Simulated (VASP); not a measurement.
These are PBE GGA, VASP's PBE PAW potentials (set 64) (plane waves; VASP) values and carry that method's errors.

A VASP calculation is set up with these files.

### KPOINTS
```
Automatic mesh
0
Gamma
1 1 1
0.5 0.5 0.5
```

**POSCAR**
```
ZnInGaO4
1
    1.6824270000     0.9713500000     8.8742280000
   -1.6824270000     0.9713500000     8.8742280000
    0.0000000000    -1.9426990000     8.8742280000
In Ga Zn O
1 1 1 4
Direct
  0.0000000000   0.0000000000   0.0000000000
  0.7829000000   0.7829000000   0.7829000000
  0.2171000000   0.2171000000   0.2171000000
  0.8718000000   0.8718000000   0.8718000000
  0.1282000000   0.1282000000   0.1282000000
  0.7072000000   0.7072000000   0.7072000000
  0.2928000000   0.2928000000   0.2928000000
```

INCAR:
```
ALGO = Normal
EDIFF = 1E-03
EDIFFG = -0.01
ENCUT = 240
GGA = PE
IBRION = 2
ISIF = 3
ISMEAR = 0
LASPH = .True.
LCHARG = .False.
LMAXMIX = 4
LREAL = .False.
LWAVE = .False.
NELM = 100
NSW = 50
PREC = Accurate
SIGMA = 0.1
SYSTEM = ZnInGaO4
```

POTCAR, in this order: In_d Ga_d Zn O (PBE.64 set). Program: vasp_std.

What VASP printed:

**OUTCAR**
```
 ion  position               nearest neighbor table
   1  0.000  0.000  0.000-   6 2.22   7 2.22   6 2.22   6 2.22   7 2.22   7 2.22
   2  0.783  0.783  0.783-   5 1.97   5 1.97   5 1.97   6 2.02   4 2.37
   3  0.217  0.217  0.217-   4 1.97   4 1.97   4 1.97   7 2.02   5 2.37
   4  0.872  0.872  0.872-   3 1.97   3 1.97   3 1.97   2 2.37
   5  0.128  0.128  0.128-   2 1.97   2 1.97   2 1.97   3 2.37
   6  0.707  0.707  0.707-   2 2.02   1 2.22   1 2.22   1 2.22
   7  0.293  0.293  0.293-   3 2.02   1 2.22   1 2.22   1 2.22
  LATTYP: Found a trigonal (rhomboedric) cell.
 ALAT       =     9.0843824242
 COS(alpha) =     0.9314019717
 Subroutine PRICEL returns:
 Original cell was already a primitive cell.
 Subroutine GETGRP returns: Found  6 space group operations
The static configuration has the point symmetry C_3v.
The dynamic configuration has the point symmetry C_3v.
 Subroutine INISYM returns: Found  6 space group operations
 Subroutine IBZKPT returns following result:
 Found      1 irreducible k-points:

 Following reciprocal coordinates:
            Coordinates               Weight
  0.500000  0.500000  0.500000      1.000000
   k-points           NKPTS =      1   k-points in BZ     NKDIM =      1   number of bands    NBANDS=     37
   number of dos      NEDOS =    301   number of ions     NIONS =      7
   total plane-waves  NPLWV = 110592
   dimension x,y,z NGX =    48 NGY =   48 NGZ =   48
   dimension x,y,z NGXF=    96 NGYF=   96 NGZF=   96
   ions per type =               1   1   1   4
   PREC   = accura    normal or accurate (medium, high low for compatibility)
   ISTART =      0    job   : 0-new  1-cont  2-samecut
   ICHARG =      2    charge: 1-file 2-atom 10-const
   ISPIN  =      1    spin polarized calculation?
   LNONCOLLINEAR =      F non collinear calculations
   LSORBIT =      F    spin-orbit coupling
   INIWAV =      1    electr: 0-lowe 1-rand  2-diag
   ENCUT  =  240.0 eV  17.64 Ry    4.20 a.u.  11.48 11.48 11.48*2*pi/ulx,y,z
   NELM   =    100;   NELMIN=  2; NELMDL= -5     # of ELM steps
   EDIFF  = 0.1E-02   stopping-criterion for ELM
   LREAL  =      F    real-space projection
...
```

OSZICAR:
```
...
DAV:   2    -0.314209468475E+02    0.15812E-01   -0.28774E-01    79   0.638E+00    0.879E-01
DAV:   3    -0.314100294525E+02    0.10917E-01   -0.40946E-02   103   0.200E+00    0.436E-01
DAV:   4    -0.314073338897E+02    0.26956E-02   -0.43147E-03    84   0.140E+00    0.192E-01
DAV:   5    -0.314071310046E+02    0.20289E-03   -0.14996E-03    37   0.333E-01
  31 F= -.31407131E+02 E0= -.31407131E+02  d E =-.313536E-01
       N       E                     dE             d eps       ncg     rms          rms(c)
DAV:   1    -0.314234346934E+02   -0.16101E-01   -0.11849E+00    79   0.624E+00    0.447E-01
DAV:   2    -0.314258070204E+02   -0.23723E-02   -0.35857E-02    82   0.152E+00    0.201E-01
DAV:   3    -0.314255039013E+02    0.30312E-03   -0.19789E-03    68   0.470E-01
  32 F= -.31425504E+02 E0= -.31425504E+02  d E =-.183729E-01
       N       E                     dE             d eps       ncg     rms          rms(c)
DAV:   1    -0.314303057932E+02   -0.44988E-02   -0.55341E+00    79   0.135E+01    0.936E-01
DAV:   2    -0.314421992725E+02   -0.11893E-01   -0.18157E-01    98   0.349E+00    0.459E-01
DAV:   3    -0.314404661431E+02    0.17331E-02   -0.57739E-03    84   0.929E-01    0.262E-01
DAV:   4    -0.314398600234E+02    0.60612E-03   -0.11245E-03    42   0.573E-01
  33 F= -.31439860E+02 E0= -.31439860E+02  d E =-.327290E-01
       N       E                     dE             d eps       ncg     rms          rms(c)
DAV:   1    -0.314578434487E+02   -0.17377E-01   -0.20654E+00   111   0.119E+01    0.120E+00
DAV:   2    -0.314499491730E+02    0.78943E-02   -0.10743E-01    95   0.500E+00    0.418E-01
DAV:   3    -0.314478944120E+02    0.20548E-02   -0.99338E-03   103   0.143E+00    0.194E-01
DAV:   4    -0.314474316791E+02    0.46273E-03   -0.98354E-04    37   0.602E-01
  34 F= -.31447432E+02 E0= -.31447432E+02  d E =-.757166E-02
       N       E                     dE             d eps       ncg     rms          rms(c)
DAV:   1    -0.314474024805E+02    0.49193E-03   -0.63761E-02   103   0.214E+00    0.231E-01
DAV:   2    -0.314472498078E+02    0.15267E-03   -0.32864E-03    53   0.847E-01
  35 F= -.31447250E+02 E0= -.31447250E+02  d E =-.738978E-02
       N       E                     dE             d eps       ncg     rms          rms(c)
DAV:   1    -0.314473504590E+02    0.52022E-04   -0.14480E-02    87   0.998E-01    0.762E-02
DAV:   2    -0.314473383056E+02    0.12153E-04   -0.64416E-04    37   0.369E-01
  36 F= -.31447338E+02 E0= -.31447338E+02  d E =-.747828E-02
       N       E                     dE             d eps       ncg     rms          rms(c)
DAV:   1    -0.314532925364E+02   -0.59421E-02   -0.10616E+00    95   0.662E+00    0.458E-01
DAV:   2    -0.314545283173E+02   -0.12358E-02   -0.41934E-02    82   0.231E+00    0.402E-01
DAV:   3    -0.314540231487E+02    0.50517E-03   -0.21235E-03    76   0.776E-01
  37 F= -.31454023E+02 E0= -.31454023E+02  d E =-.668484E-02
       N       E                     dE             d eps       ncg     rms          rms(c)
DAV:   1    -0.314538084017E+02    0.71992E-03   -0.11560E-01    87   0.213E+00    0.174E-01
DAV:   2    -0.314539603235E+02   -0.15192E-03   -0.49166E-03    74   0.786E-01
  38 F= -.31453960E+02 E0= -.31453960E+02  d E =-.662202E-02
       N       E                     dE             d eps       ncg     rms          rms(c)
DAV:   1    -0.314538340584E+02   -0.25657E-04   -0.20906E-02    71   0.924E-01    0.867E-02
DAV:   2    -0.314539057738E+02   -0.71715E-04   -0.89634E-04    37   0.309E-01
  39 F= -.31453906E+02 E0= -.31453906E+02  d E =-.656747E-02
       N       E                     dE             d eps       ncg     rms          rms(c)
DAV:   1    -0.314539046630E+02   -0.70605E-04   -0.24652E-03    58   0.346E-01    0.386E-02
DAV:   2    -0.314539170299E+02   -0.12367E-04   -0.21694E-04    37   0.160E-01
  40 F= -.31453917E+02 E0= -.31453917E+02  d E =-.657872E-02
       N       E                     dE             d eps       ncg     rms          rms(c)
DAV:   1    -0.314539216987E+02   -0.17036E-04   -0.55899E-04    37   0.154E-01    0.184E-02
DAV:   2    -0.314539260032E+02   -0.43046E-05   -0.54650E-05    37   0.907E-02
  41 F= -.31453926E+02 E0= -.31453926E+02  d E =-.658770E-02
       N       E                     dE             d eps       ncg     rms          rms(c)
DAV:   1    -0.314557674193E+02   -0.18457E-02   -0.12783E-01    79   0.307E+00    0.242E-01
DAV:   2    -0.314554490698E+02    0.31835E-03   -0.85360E-03    74   0.138E+00
  42 F= -.31455449E+02 E0= -.31455449E+02  d E =-.152307E-02
       N       E                     dE             d eps       ncg     rms          rms(c)
DAV:   1    -0.314552725362E+02    0.49488E-03   -0.81052E-04    37   0.435E-01    0.464E-02
DAV:   2    -0.314552664015E+02    0.61346E-05   -0.26815E-04    37   0.151E-01
  43 F= -.31455266E+02 E0= -.31455266E+02  d E =-.134040E-02
       N       E                     dE             d eps       ncg     rms          rms(c)
DAV:   1    -0.314552776180E+02   -0.50818E-05   -0.13615E-04    37   0.153E-01    0.195E-02
DAV:   2    -0.314552746570E+02    0.29610E-05   -0.42443E-05    37   0.107E-01
  44 F= -.31455275E+02 E0= -.31455275E+02  d E =-.134865E-02
       N       E                     dE             d eps       ncg     rms          rms(c)
DAV:   1    -0.314567754938E+02   -0.14979E-02   -0.87937E-02    82   0.248E+00    0.241E-01
DAV:   2    -0.314565263413E+02    0.24915E-03   -0.59444E-03    66   0.109E+00
  45 F= -.31456526E+02 E0= -.31456526E+02  d E =-.125168E-02
       N       E                     dE             d eps       ncg     rms          rms(c)
DAV:   1    -0.314573066670E+02   -0.53117E-03   -0.40408E-02    82   0.178E+00    0.193E-01
DAV:   2    -0.314570356007E+02    0.27107E-03   -0.33976E-03    66   0.871E-01
  46 F= -.31457036E+02 E0= -.31457036E+02  d E =-.176094E-02
       N       E                     dE             d eps       ncg     rms          rms(c)
DAV:   1    -0.314585573030E+02   -0.12506E-02   -0.15524E-01    82   0.336E+00    0.341E-01
DAV:   2    -0.314578339495E+02    0.72335E-03   -0.11636E-02    84   0.159E+00    0.203E-01
DAV:   3    -0.314575066432E+02    0.32731E-03   -0.94584E-04    37   0.507E-01
  47 F= -.31457507E+02 E0= -.31457507E+02  d E =-.223199E-02
       N       E                     dE             d eps       ncg     rms          rms(c)
DAV:   1    -0.314597350093E+02   -0.19011E-02   -0.61014E-01    82   0.645E+00    0.627E-01
DAV:   2    -0.314576557182E+02    0.20793E-02   -0.39565E-02    79   0.291E+00    0.356E-01
DAV:   3    -0.314567529413E+02    0.90278E-03   -0.37800E-03    69   0.941E-01
  48 F= -.31456753E+02 E0= -.31456753E+02  d E =-.147828E-02
       N       E                     dE             d eps       ncg     rms          rms(c)
DAV:   1    -0.314583320466E+02   -0.67633E-03   -0.24076E-01    90   0.438E+00    0.422E-01
DAV:   2    -0.314577206726E+02    0.61137E-03   -0.14982E-02    82   0.159E+00    0.184E-01
DAV:   3    -0.314574087054E+02    0.31197E-03   -0.98544E-04    45   0.539E-01
  49 F= -.31457409E+02 E0= -.31457409E+02  d E =-.213405E-02
       N       E                     dE             d eps       ncg     rms          rms(c)
DAV:   1    -0.314577745199E+02   -0.53847E-04   -0.43616E-02    87   0.167E+00    0.163E-01
DAV:   2    -0.314575504974E+02    0.22402E-03   -0.22195E-03    53   0.785E-01
  50 F= -.31457550E+02 E0= -.31457550E+02  d E =-.227584E-02
```

**OUTCAR**
```
------------------------ aborting loop because EDIFF is reached ----------------------------------------
  FORCE on cell =-STRESS in cart. coord.  units (eV):
  Direction    XX          YY          ZZ          XY          YZ          ZX
  --------------------------------------------------------------------------------------
  Total        0.1218503      0.1218503      0.6271227      0.0000000      0.0000000      0.0000000
  in kB        2.8873470      2.8873469     14.8602051      0.0000000      0.0000005      0.0000000
  external PRESSURE =       6.8782997 kB  Pullay stress =       0.0000000 kB
  volume of cell :       67.61
      direct lattice vectors                 reciprocal lattice vectors
     1.761606508  1.017064217  6.289698897     0.283831831  0.163870387  0.052996701
    -1.761606508  1.017064217  6.289698897    -0.283831831  0.163870387  0.052996701
    -0.000000000 -2.034127708  6.289698930     0.000000000 -0.327740772  0.052996720
 POSITION                                       TOTAL-FORCE (eV/Angst)
 -----------------------------------------------------------------------------------
     -0.00000      0.00000     18.82001         0.000000     -0.000000     -0.091517
     -0.00000      0.00000     14.84055        -0.000000      0.000000      0.117667
     -0.00000      0.00000      4.05519         0.000000     -0.000000     -0.010107
     -0.00000      0.00000     16.58566         0.000000     -0.000000     -0.063454
     -0.00000      0.00000      2.19566        -0.000000      0.000000      0.037867
     -0.00000      0.00000     13.15824         0.000000     -0.000000     -0.271981
     -0.00000      0.00000      5.82109        -0.000000      0.000000      0.281525
 -----------------------------------------------------------------------------------
    total drift:                               -0.000000      0.000000     -0.073116
  FREE ENERGIE OF THE ION-ELECTRON SYSTEM (eV)
  ---------------------------------------------------
  free  energy   TOTEN  =       -31.4575504974 eV

  energy  without entropy=      -31.4575504974  energy(sigma->0) =      -31.45755050
```
(Selected blocks of OUTCAR.)

### CONTCAR
```
ZnInGaO4
   1.00000000000000
     1.7616065080719112    1.0170642173400850    6.2896988968318146
    -1.7616065080719112    1.0170642173400850    6.2896988968318146
    -0.0000000000000000   -2.0341277082228677    6.2896989302356614
  In              Ga              Zn              O
     1     1     1     4
Direct
     0.9973984083200514    0.9973984083200514    0.9973984082307596
     0.7865001940242090    0.7865001940242090    0.7865001939208565
     0.2149116478889109    0.2149116478889109    0.2149116482783627
     0.8789851245378637    0.8789851245378637    0.8789851239883676
     0.1163625053582899    0.1163625053582899    0.1163625055240354
     0.6973436286542813    0.6973436286542813    0.6973436291914391
     0.3084984912163941    0.3084984912163941    0.3084984908661781
```

stdout:
```
...
  46 F= -.31457036E+02 E0= -.31457036E+02  d E =-.176094E-02
 curvature:  -0.29 expect dE=-0.201E-02 dE for cont linesearch -0.656E-04
 ZBRENT: increasing intervall
 opt :   0.8023  next Energy=   -31.457202 (dE=-0.193E-02)
 bond charge predicted
       N       E                     dE             d eps       ncg     rms          rms(c)
DAV:   1    -0.314585573030E+02   -0.12506E-02   -0.15524E-01    82   0.336E+00    0.341E-01
DAV:   2    -0.314578339495E+02    0.72335E-03   -0.11636E-02    84   0.159E+00    0.203E-01
DAV:   3    -0.314575066432E+02    0.32731E-03   -0.94584E-04    37   0.507E-01
  47 F= -.31457507E+02 E0= -.31457507E+02  d E =-.223199E-02
 curvature:  -0.75 expect dE=-0.630E-02 dE for cont linesearch -0.971E-04
 ZBRENT: increasing intervall
 opt :   1.5137  next Energy=   -31.457951 (dE=-0.268E-02)
 bond charge predicted
       N       E                     dE             d eps       ncg     rms          rms(c)
DAV:   1    -0.314597350093E+02   -0.19011E-02   -0.61014E-01    82   0.645E+00    0.627E-01
DAV:   2    -0.314576557182E+02    0.20793E-02   -0.39565E-02    79   0.291E+00    0.356E-01
DAV:   3    -0.314567529413E+02    0.90278E-03   -0.37800E-03    69   0.941E-01
  48 F= -.31456753E+02 E0= -.31456753E+02  d E =-.147828E-02
 curvature:  -3.42 expect dE=-0.110E+00 dE for cont linesearch -0.112E-02
 ZBRENT: bracketing found
 ZBRENT: interpolating
 opt :   1.0773  next Energy=   -31.457631 (dE=-0.236E-02)
 bond charge predicted
       N       E                     dE             d eps       ncg     rms          rms(c)
DAV:   1    -0.314583320466E+02   -0.67633E-03   -0.24076E-01    90   0.438E+00    0.422E-01
DAV:   2    -0.314577206726E+02    0.61137E-03   -0.14982E-02    82   0.159E+00    0.184E-01
DAV:   3    -0.314574087054E+02    0.31197E-03   -0.98544E-04    45   0.539E-01
  49 F= -.31457409E+02 E0= -.31457409E+02  d E =-.213405E-02
 curvature:  -0.38 expect dE=-0.109E-01 dE for cont linesearch -0.241E-03
 ZBRENT: interpolating
 opt :   0.8879  next Energy=   -31.457545 (dE=-0.227E-02)
 bond charge predicted
       N       E                     dE             d eps       ncg     rms          rms(c)
DAV:   1    -0.314577745199E+02   -0.53847E-04   -0.43616E-02    87   0.167E+00    0.163E-01
DAV:   2    -0.314575504974E+02    0.22402E-03   -0.22195E-03    53   0.785E-01
  50 F= -.31457550E+02 E0= -.31457550E+02  d E =-.227584E-02
 curvature:  -0.06 expect dE=-0.710E-03 dE for cont linesearch -0.981E-05
 ZBRENT: bisectioning
 opt :   0.9826  next Energy=   -31.457651 (dE=-0.238E-02)
```

The run did not converge; its last values are not results.

The run did not end as a converged relaxation. At this cut-off the stress carries a Pulay error, which pulls relaxed volumes low. Energy and stress use the plane-wave basis of the starting cell.

The structure was generated: ZnInGaO4 was put into an ordered model structure, which need not be its known phase. This run relaxes it. Symmetry was kept, so distortions that lower it aren't found. The k-mesh is coarse (spacing up to 2.09 per Å, 2π included), so the numbers may not be converged in it. The run is one of a series of settings (EDIFF = 1E-03, EDIFFG = -0.01, ENCUT = 240, IBRION = 2, ISIF = 3, NSW = 50, KPOINTS 1×1×1 Γ-centred mesh shifted by (0.5, 0.5, 0.5) against the base run), some of them coarse on purpose.
